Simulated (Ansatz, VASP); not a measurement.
**One calculation of Be2I, two programs**

```xyz
3
Lattice="3.3935 0.0000 0.0000 0.0000 3.3935 0.0000 0.0000 0.0000 4.9127" Properties=species:S:1:pos:R:3 pbc="T T T"
Be    1.6967    0.0000    2.8225
Be    0.0000    1.6967    2.0902
I     0.0000    0.0000    0.0000
```

Change from the starting cell: ordered vacancies on the anion sites of zinc blende (P-4m2, No. 115).

Alike in both runs: task relaxation of cell and atoms; functional PBE; k mesh 14 × 14 × 10; occupations gaussian, width 0.1 eV; no spin polarisation.

```csv
,VASP,Ansatz
version,VASP 6.6.1,Ansatz 0.2.0
potentials or method,"VASP PAW PBE potentials, release 64 (Be, I)","scalar-relativistic, plane waves, PAW"
plane-wave cutoff (eV),600,420
valence electrons in the cell,11,21
```

Ansatz gave:

```
gap on the k mesh at the Fermi level, each at its own relaxed structure (eV) : none
relaxed volume (Å³/atom)                                                     : 18.52
relaxed cell length with the largest relative difference (Å)                 : 4.756
energy change over the relaxation (meV/atom)                                 : -4
```

What did VASP give for the same quantities?

gap on the k mesh at the Fermi level, each at its own relaxed structure (eV): none; relaxed volume (Å³/atom): 18.52; relaxed cell length with the largest relative difference (Å): 4.758; energy change over the relaxation (meV/atom): -4.

A gap of «none» marks a metal or a gap that the smearing closes. The two sets of potentials don't hold the same shells in valence.

Caveats: an odd number of electrons without spin polarisation forces a metal; a magnetic or distorted state may lie lower. Spin-orbit coupling is left out, which matters for the levels of I.
